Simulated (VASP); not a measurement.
# GW on GaAs, part 3 of 4

Wanted: how far GW moves the Kohn-Sham levels of GaAs. The cell is of the zinc-blende type, one of the forms listed for this formula. The start is a cell from a database of measured crystal structures.

VASP 6.6.1, plane waves and PAW; the level of theory is named at each step.

So far, quasiparticle gap on the mesh (eV): step 3 (G0W0, ENCUTGW 80, bands in the sums 80) 1.62; step 5 (G0W0, ENCUTGW 100, bands in the sums 104) 1.62; step 7 (G0W0, ENCUTGW 120, bands in the sums 136) 1.61; step 9 (G0W0, ENCUTGW 145, bands in the sums 184) 1.61.

### Step 10. Empty bands

This step: r2SCAN; plane waves and PAW (As_GW, Ga_d_GW) (VASP 6.6.1).

The empty bands are made again, for the run that follows.

INCAR

```
SYSTEM = GaAs
PREC = Accurate
ENCUT = 430
ISMEAR = 0
SIGMA = 0.01
LREAL = .FALSE.
METAGGA = R2SCAN
LASPH = .TRUE.
NBANDS = 232
ALGO = Exact
NELM = 1
LWAVE = .TRUE.
LCHARG = .FALSE.
LOPTICS = .TRUE.
NEDOS = 1000
CSHIFT = 0.1
```

POSCAR

```
GaAs
1.0
    0.0000000000      2.8268500000      2.8268500000
    2.8268500000      0.0000000000      2.8268500000
    2.8268500000      2.8268500000      0.0000000000
As Ga
1 1
Direct
    0.7500000000      0.7500000000      0.7500000000
    0.0000000000      0.0000000000      0.0000000000
```

KPOINTS

```
Automatic mesh
0
Gamma
4 4 4
0 0 0
```

The projector-augmented-wave data sets are As_GW and Ga_d_GW (PBE family, release 64).

Started as:

```sh
> mpirun -np 8 vasp_std
```

The log of the run:

```text
[banner, memory and clock lines left out]
running    8 mpi-ranks, on    1 nodes
[...]
[... a notice as in an earlier step ...]

 [... a notice as in an earlier step ...]

 LDA part: xc-table for (None), standard interpolation
 found WAVECAR, reading the header
  number of bands has changed, file:    15 present:   232
  trying to continue reading WAVECAR, but it might fail
 POSCAR, INCAR and KPOINTS ok, starting setup
[...]
reading WAVECAR
 random initialization beyond band           15
 the WAVECAR file was read successfully
 initial charge from wavefunction
 entering main loop
       N       E                     dE             d eps       ncg     rms          rms(c)
[... 1 cycle as in an earlier step ...]
   1 F= -.26923205E+02 E0= -.26923205E+02  d E =-.497096-116
 writing wavefunctions
 optical routines
 imaginary and real dielectric function
 direction            1
 direction            2
 direction            3
```

Elapsed: 7.2 s, on 8 MPI ranks of Intel Xeon 6975P-C (Granite Rapids), shared host; peak memory 1.1 GiB.

From OUTCAR (step 10):

```text
  Total        0.1655182      0.1655182      0.1655182     -0.0000000      0.0000000     -0.0000000
  in kB        5.8697299      5.8697299      5.8697299     -0.0000000      0.0000000     -0.0000000
  external PRESSURE =       5.8697299 kB  Pullay stress =       0.0000000 kB

 POSITION                                       TOTAL-FORCE (eV/Angst)
 -----------------------------------------------------------------------------------
      4.24027      4.24027      4.24027         0.000000      0.000000      0.000000
      0.00000      0.00000      0.00000        -0.000000     -0.000000     -0.000000
 -----------------------------------------------------------------------------------
    total drift:                               -0.000329     -0.000329     -0.000321

[... 3 parts as in an earlier step ...]

[... 2 further parts left out ...]
[key lines of the parts left out:]
E-fermi :   3.8006
```

WAVECAR now holds 232 bands for 18 electrons.

### Step 11. G0W0, ENCUTGW 170, bands in the sums 232

This step: G0W0 on r2SCAN; plane waves and PAW (As_GW, Ga_d_GW) (VASP 6.6.1).

ENCUTGW rises to 170 eV and the bands with it, to about the number of plane waves under that cutoff.

INCAR

```
SYSTEM = GaAs
PREC = Accurate
ENCUT = 430
ISMEAR = 0
SIGMA = 0.01
LREAL = .FALSE.
METAGGA = R2SCAN
LASPH = .TRUE.
NBANDS = 232
ALGO = EVGW0
NELMGW = 1
ENCUTGW = 170
NOMEGA = 64
PRECFOCK = Fast
NBANDSGW = 24
LWAVE = .FALSE.
LCHARG = .FALSE.
```

POSCAR is that of step 10.

KPOINTS is that of step 10.

Started as:

```sh
> mpirun -np 8 vasp_std
```

The log of the run:

```text
[banner, memory and clock lines left out]
running    8 mpi-ranks, on    1 nodes
[...]
[... a notice as in an earlier step ...]

 [... a notice as in an earlier step ...]

|                                                                             |
|           W    W    AA    RRRRR   N    N  II  N    N   GGGG   !!!           |
|           W    W   A  A   R    R  NN   N  II  NN   N  G    G  !!!           |
|           W    W  A    A  R    R  N N  N  II  N N  N  G       !!!           |
|           W WW W  AAAAAA  RRRRR   N  N N  II  N  N N  G  GGG   !            |
|           WW  WW  A    A  R   R   N   NN  II  N   NN  G    G                |
|           W    W  A    A  R    R  N    N  II  N    N   GGGG   !!!           |
|                                                                             |
|     The default for ENCUTGWSOFT is different in this version of VASP.       |
|     please manually set ENCUTGWSOFT =170 in the INCAR file.                 |
[...]
total number of BLAS operations        683.87 Gflops
NQ=   4    0.2500    0.2500    0.0000,
|.........|.........|.........|.........|.........|.........|.........|.........
 performed       2227000 updates of chi_q(r,r)
 total number of BLAS operations        933.96 Gflops
NQ=   5    0.5000    0.2500    0.0000,
|.........|.........|.........|.........|.........|.........|.........|.........
 performed       3129000 updates of chi_q(r,r)
 total number of BLAS operations       1302.84 Gflops
NQ=   6   -0.2500    0.2500    0.0000,
|.........|.........|.........|.........|.........|.........|.........|.........
 performed       3942000 updates of chi_q(r,r)
 total number of BLAS operations       1623.66 Gflops
NQ=   7    0.5000    0.5000    0.0000,
|.........|.........|.........|.........|.........|.........|.........|.........
 performed       4443000 updates of chi_q(r,r)
 total number of BLAS operations       1821.54 Gflops
NQ=   8   -0.2500    0.5000    0.2500,
|.........|.........|.........|.........|.........|.........|.........|.........
 performed       5078000 updates of chi_q(r,r)
 total number of BLAS operations       2076.64 Gflops
 resolving degeneracies of screened two electron integrals

 calculate QP shifts <psi_nk| G(iteration)W_0 |psi_nk>: iteration 1
 entering main loop
[key lines of the parts left out:]
E-fermi :   4.1307
```

Wall time 35 s (8 MPI ranks); peak memory 2 GiB; 3.7 min of CPU time.

From OUTCAR (step 11):

```text
 QP shifts <psi_nk| G(iteration)W_0 |psi_nk>: iteration 1
 for sc-GW calculations column KS-energies equals QP-energies in previous step
 and V_xc(KS)=  KS-energies - (<T + V_ion + V_H > + <T+V_H+V_ion>^1  + <V_x>^1)
 k-point   1 :       0.0000    0.0000    0.0000
  band No.  KS-energies  QP-energies   sigma(KS)   V_xc(KS)     V^pw_x(r,r')   Z            occupation Imag(sigma)
    ...
      6      -9.5658      -9.5732     -11.9123     -11.9006     -18.1042       0.6387       2.0000       0.8443
      7       3.6395       3.3192     -12.5926     -12.1818     -13.7902       0.7796       2.0000       0.0457
      8       3.6395       3.3192     -12.5926     -12.1818     -13.7902       0.7796       2.0000       0.0457
      9       3.6395       3.3192     -12.5926     -12.1818     -13.7902       0.7796       2.0000       0.0457
     10       4.6219       4.9141     -10.8631     -11.2390      -6.8882       0.7772       0.0000      -0.0810
     11       7.6583       7.6721      -9.9058      -9.9240      -5.5261       0.7648       0.0000      -0.0719
     12       7.6583       7.6721      -9.9058      -9.9240      -5.5261       0.7648       0.0000      -0.0719
     13       7.6583       7.6721      -9.9058      -9.9240      -5.5261       0.7648       0.0000      -0.0719
    ...

[... 1 part as in an earlier step ...]

[... 2 further parts left out ...]
[key lines of the parts left out:]
E-fermi :   4.1307
```

The gap is now 1.595 eV, -15 meV against the GW run before. Spin-orbit coupling is left out.

### Step 12. Empty bands

This step: r2SCAN; plane waves and PAW (As_GW, Ga_d_GW) (VASP 6.6.1).

The empty bands are made again, for the run that follows.

INCAR

```
SYSTEM = GaAs
PREC = Accurate
ENCUT = 430
ISMEAR = 0
SIGMA = 0.01
LREAL = .FALSE.
METAGGA = R2SCAN
LASPH = .TRUE.
NBANDS = 296
ALGO = Exact
NELM = 1
LWAVE = .TRUE.
LCHARG = .FALSE.
LOPTICS = .TRUE.
NEDOS = 1000
CSHIFT = 0.1
```

POSCAR is that of step 11.

KPOINTS is that of step 11.

Started as:

```sh
> mpirun -np 8 vasp_std
```

The log of the run:

```text
[banner, memory and clock lines left out]
running    8 mpi-ranks, on    1 nodes
[...]
[... a notice as in an earlier step ...]

 [... a notice as in an earlier step ...]

 LDA part: xc-table for (None), standard interpolation
 found WAVECAR, reading the header
  number of bands has changed, file:    15 present:   296
  trying to continue reading WAVECAR, but it might fail
 POSCAR, INCAR and KPOINTS ok, starting setup
[...]
reading WAVECAR
 random initialization beyond band           15
 the WAVECAR file was read successfully
 initial charge from wavefunction
 entering main loop
       N       E                     dE             d eps       ncg     rms          rms(c)
[... 1 cycle as in an earlier step ...]
   1 F= -.26923205E+02 E0= -.26923205E+02  d E =-.911949E-89
 writing wavefunctions
 optical routines
 imaginary and real dielectric function
 direction            1
 direction            2
 direction            3
```

Elapsed: 7.6 s, on 8 MPI ranks; peak memory 1.1 GiB.

Parts of OUTCAR (step 12):

```text
  Total        0.1655182      0.1655182      0.1655182      0.0000000      0.0000000     -0.0000000
  in kB        5.8697300      5.8697300      5.8697300      0.0000000      0.0000000     -0.0000000
  external PRESSURE =       5.8697300 kB  Pullay stress =       0.0000000 kB

[... 4 parts as in an earlier step ...]

[... 2 further parts left out ...]
[key lines of the parts left out:]
E-fermi :   3.7798
```

WAVECAR now holds 296 bands for 18 electrons.

### Step 13. G0W0, ENCUTGW 200, bands in the sums 296

This step: G0W0 on r2SCAN; plane waves and PAW (As_GW, Ga_d_GW) (VASP 6.6.1).

ENCUTGW rises to 200 eV and the bands with it, to about the number of plane waves under that cutoff.

INCAR

```
SYSTEM = GaAs
PREC = Accurate
ENCUT = 430
ISMEAR = 0
SIGMA = 0.01
LREAL = .FALSE.
METAGGA = R2SCAN
LASPH = .TRUE.
NBANDS = 296
ALGO = EVGW0
NELMGW = 1
ENCUTGW = 200
NOMEGA = 64
PRECFOCK = Fast
NBANDSGW = 24
LWAVE = .FALSE.
LCHARG = .FALSE.
```

POSCAR is that of step 12.

KPOINTS is that of step 12.

Started as:

```sh
> mpirun -np 8 vasp_std
```

The log of the run:

```text
[banner, memory and clock lines left out]
running    8 mpi-ranks, on    1 nodes
[...]
[... a notice as in an earlier step ...]

 [... a notice as in an earlier step ...]

|                                                                             |
|           W    W    AA    RRRRR   N    N  II  N    N   GGGG   !!!           |
|           W    W   A  A   R    R  NN   N  II  NN   N  G    G  !!!           |
|           W    W  A    A  R    R  N N  N  II  N N  N  G       !!!           |
|           W WW W  AAAAAA  RRRRR   N  N N  II  N  N N  G  GGG   !            |
|           WW  WW  A    A  R   R   N   NN  II  N   NN  G    G                |
|           W    W  A    A  R    R  N    N  II  N    N   GGGG   !!!           |
|                                                                             |
|     The default for ENCUTGWSOFT is different in this version of VASP.       |
|     please manually set ENCUTGWSOFT =200 in the INCAR file.                 |
[...]
total number of BLAS operations       1306.07 Gflops
NQ=   4    0.2500    0.2500    0.0000,
|.........|.........|.........|.........|.........|.........|.........|.........
 performed       2856000 updates of chi_q(r,r)
 total number of BLAS operations       1924.58 Gflops
NQ=   5    0.5000    0.2500    0.0000,
|.........|.........|.........|.........|.........|.........|.........|.........
 performed       4010000 updates of chi_q(r,r)
 total number of BLAS operations       2701.45 Gflops
NQ=   6   -0.2500    0.2500    0.0000,
|.........|.........|.........|.........|.........|.........|.........|.........
 performed       5051000 updates of chi_q(r,r)
 total number of BLAS operations       3426.21 Gflops
NQ=   7    0.5000    0.5000    0.0000,
|.........|.........|.........|.........|.........|.........|.........|.........
 performed       5694000 updates of chi_q(r,r)
 total number of BLAS operations       3895.51 Gflops
NQ=   8   -0.2500    0.5000    0.2500,
|.........|.........|.........|.........|.........|.........|.........|.........
 performed       6507000 updates of chi_q(r,r)
 total number of BLAS operations       4405.86 Gflops
 resolving degeneracies of screened two electron integrals

 calculate QP shifts <psi_nk| G(iteration)W_0 |psi_nk>: iteration 1
 entering main loop
[key lines of the parts left out:]
E-fermi :   4.1307
```

The job ended after 50 s (8 MPI ranks; peak memory 2.3 GiB; 5.3 min of CPU time).

OUTCAR, selected parts (step 13):

```text
 QP shifts <psi_nk| G(iteration)W_0 |psi_nk>: iteration 1
 for sc-GW calculations column KS-energies equals QP-energies in previous step
 and V_xc(KS)=  KS-energies - (<T + V_ion + V_H > + <T+V_H+V_ion>^1  + <V_x>^1)
 k-point   1 :       0.0000    0.0000    0.0000
  band No.  KS-energies  QP-energies   sigma(KS)   V_xc(KS)     V^pw_x(r,r')   Z            occupation Imag(sigma)
    ...
      6      -9.5658      -9.6020     -11.9574     -11.9006     -18.1042       0.6393       2.0000       0.8400
      7       3.6395       3.2891     -12.6319     -12.1818     -13.7902       0.7787       2.0000       0.0220
      8       3.6395       3.2891     -12.6319     -12.1818     -13.7902       0.7787       2.0000       0.0220
      9       3.6395       3.2891     -12.6319     -12.1818     -13.7902       0.7787       2.0000       0.0220
     10       4.6219       4.8733     -10.9148     -11.2390      -6.8882       0.7755       0.0000      -0.0747
     11       7.6583       7.6472      -9.9384      -9.9240      -5.5261       0.7669       0.0000      -0.0912
     12       7.6583       7.6472      -9.9384      -9.9240      -5.5261       0.7669       0.0000      -0.0912
     13       7.6583       7.6472      -9.9384      -9.9240      -5.5261       0.7669       0.0000      -0.0912
    ...

[... 1 part as in an earlier step ...]

[... 2 further parts left out ...]
[key lines of the parts left out:]
E-fermi :   4.1307
```

The gap is now 1.584 eV, -11 meV against the GW run before. Spin-orbit coupling is left out.

### Step 14. Empty bands

This step: r2SCAN; plane waves and PAW (As_GW, Ga_d_GW) (VASP 6.6.1).

The empty bands are made again, for the run that follows.

INCAR

```
SYSTEM = GaAs
PREC = Accurate
ENCUT = 430
ISMEAR = 0
SIGMA = 0.01
LREAL = .FALSE.
METAGGA = R2SCAN
LASPH = .TRUE.
NBANDS = 360
ALGO = Exact
NELM = 1
LWAVE = .TRUE.
LCHARG = .FALSE.
LOPTICS = .TRUE.
NEDOS = 1000
CSHIFT = 0.1
```

POSCAR is that of step 13.

KPOINTS is that of step 13.

Started as:

```sh
> mpirun -np 8 vasp_std
```

The log of the run:

```text
[banner, memory and clock lines left out]
running    8 mpi-ranks, on    1 nodes
[...]
[... a notice as in an earlier step ...]

 [... a notice as in an earlier step ...]

 LDA part: xc-table for (None), standard interpolation
 found WAVECAR, reading the header
  number of bands has changed, file:    15 present:   360
  trying to continue reading WAVECAR, but it might fail
 POSCAR, INCAR and KPOINTS ok, starting setup
[...]
reading WAVECAR
 random initialization beyond band           15
 the WAVECAR file was read successfully
 initial charge from wavefunction
 entering main loop
       N       E                     dE             d eps       ncg     rms          rms(c)
DIA:   1    -0.269232047458E+02   -0.26923E+02    0.00000E+00     0   0.000E+00
   1 F= -.26923205E+02 E0= -.26923205E+02  d E =-.472922E-89
 writing wavefunctions
 optical routines
 imaginary and real dielectric function
 direction            1
 direction            2
 direction            3
```

The job ended after 8.2 s (8 MPI ranks; peak memory 1.1 GiB).

Parts of OUTCAR (step 14):

```text
  Total        0.1655182      0.1655182      0.1655182      0.0000000      0.0000000      0.0000000
  in kB        5.8697300      5.8697300      5.8697300      0.0000000      0.0000000      0.0000000
  external PRESSURE =       5.8697300 kB  Pullay stress =       0.0000000 kB

  FREE ENERGIE OF THE ION-ELECTRON SYSTEM (eV)
  ---------------------------------------------------
  free  energy   TOTEN  =       -26.9232047458 eV

  energy  without entropy=      -26.9232047458  energy(sigma->0) =      -26.92320475

[... 2 parts as in an earlier step ...]

[... 2 further parts left out ...]
[key lines of the parts left out:]
E-fermi :   3.7800
```

WAVECAR now holds 360 bands for 18 electrons.

### Step 15. G0W0, ENCUTGW 230, bands in the sums 360

This step: G0W0 on r2SCAN; plane waves and PAW (As_GW, Ga_d_GW) (VASP 6.6.1).

ENCUTGW rises to 230 eV and the bands with it, to about the number of plane waves under that cutoff.

INCAR

```
SYSTEM = GaAs
PREC = Accurate
ENCUT = 430
ISMEAR = 0
SIGMA = 0.01
LREAL = .FALSE.
METAGGA = R2SCAN
LASPH = .TRUE.
NBANDS = 360
ALGO = EVGW0
NELMGW = 1
ENCUTGW = 230
NOMEGA = 64
PRECFOCK = Fast
NBANDSGW = 24
LWAVE = .FALSE.
LCHARG = .FALSE.
```

POSCAR is that of step 14.

KPOINTS is that of step 14.

Started as:

```sh
> mpirun -np 8 vasp_std
```

The log of the run:

```text
[banner, memory and clock lines left out]
running    8 mpi-ranks, on    1 nodes
[...]
[... a notice as in an earlier step ...]

 [... a notice as in an earlier step ...]

|                                                                             |
|           W    W    AA    RRRRR   N    N  II  N    N   GGGG   !!!           |
|           W    W   A  A   R    R  NN   N  II  NN   N  G    G  !!!           |
|           W    W  A    A  R    R  N N  N  II  N N  N  G       !!!           |
|           W WW W  AAAAAA  RRRRR   N  N N  II  N  N N  G  GGG   !            |
|           WW  WW  A    A  R   R   N   NN  II  N   NN  G    G                |
|           W    W  A    A  R    R  N    N  II  N    N   GGGG   !!!           |
|                                                                             |
|     The default for ENCUTGWSOFT is different in this version of VASP.       |
|     please manually set ENCUTGWSOFT =230 in the INCAR file.                 |
[...]
total number of BLAS operations       2501.79 Gflops
NQ=   4    0.2500    0.2500    0.0000,
|.........|.........|.........|.........|.........|.........|.........|.........
 performed       3482000 updates of chi_q(r,r)
 total number of BLAS operations       3513.45 Gflops
NQ=   5    0.5000    0.2500    0.0000,
|.........|.........|.........|.........|.........|.........|.........|.........
 performed       4888000 updates of chi_q(r,r)
 total number of BLAS operations       4988.05 Gflops
NQ=   6   -0.2500    0.2500    0.0000,
|.........|.........|.........|.........|.........|.........|.........|.........
 performed       6156000 updates of chi_q(r,r)
 total number of BLAS operations       6325.09 Gflops
NQ=   7    0.5000    0.5000    0.0000,
|.........|.........|.........|.........|.........|.........|.........|.........
 performed       6940000 updates of chi_q(r,r)
 total number of BLAS operations       7059.17 Gflops
NQ=   8   -0.2500    0.5000    0.2500,
|.........|.........|.........|.........|.........|.........|.........|.........
 performed       7931000 updates of chi_q(r,r)
 total number of BLAS operations       8087.54 Gflops
 resolving degeneracies of screened two electron integrals

 calculate QP shifts <psi_nk| G(iteration)W_0 |psi_nk>: iteration 1
 entering main loop
[key lines of the parts left out:]
E-fermi :   4.1307
```

Run time: 57 s. Hardware: 8 MPI ranks; peak memory 2.8 GiB.

OUTCAR, selected parts (step 15):

```text
 QP shifts <psi_nk| G(iteration)W_0 |psi_nk>: iteration 1
 for sc-GW calculations column KS-energies equals QP-energies in previous step
 and V_xc(KS)=  KS-energies - (<T + V_ion + V_H > + <T+V_H+V_ion>^1  + <V_x>^1)
 k-point   1 :       0.0000    0.0000    0.0000
  band No.  KS-energies  QP-energies   sigma(KS)   V_xc(KS)     V^pw_x(r,r')   Z            occupation Imag(sigma)
    ...
      6      -9.5658      -9.6206     -11.9865     -11.9006     -18.1042       0.6392       2.0000       0.8417
      7       3.6395       3.2684     -12.6602     -12.1818     -13.7902       0.7758       2.0000       0.0133
      8       3.6395       3.2684     -12.6602     -12.1818     -13.7902       0.7758       2.0000       0.0133
      9       3.6395       3.2684     -12.6602     -12.1818     -13.7902       0.7758       2.0000       0.0133
     10       4.6219       4.8416     -10.9559     -11.2390      -6.8882       0.7758       0.0000      -0.0709
     11       7.6583       7.6317      -9.9586      -9.9240      -5.5261       0.7661       0.0000      -0.0967
     12       7.6583       7.6317      -9.9586      -9.9240      -5.5261       0.7661       0.0000      -0.0967
     13       7.6583       7.6317      -9.9586      -9.9240      -5.5261       0.7661       0.0000      -0.0967
    ...

[... 1 part as in an earlier step ...]

[... 2 further parts left out ...]
[key lines of the parts left out:]
E-fermi :   4.1307
```

The gap is now 1.573 eV, -11 meV against the GW run before. Spin-orbit coupling is left out.

[end of part 3 of 4]

[Lines on the potential files, build, host, timing and source positions are cut from VASP's logs without a mark.]

[Logs are printed without paths, hosts, clocks, repeated set-up lines and the standing remarks that a program may print on its own settings, such as how far it seeks lower states.]

[Hosts, paths, dates, database ids (printed as entryN), source tags and the programs' standing remarks are cut or masked in the printed files.]

[Pressures printed for these runs are not shown converged in the cutoff: they can be off by several GPa and have the wrong sign.]
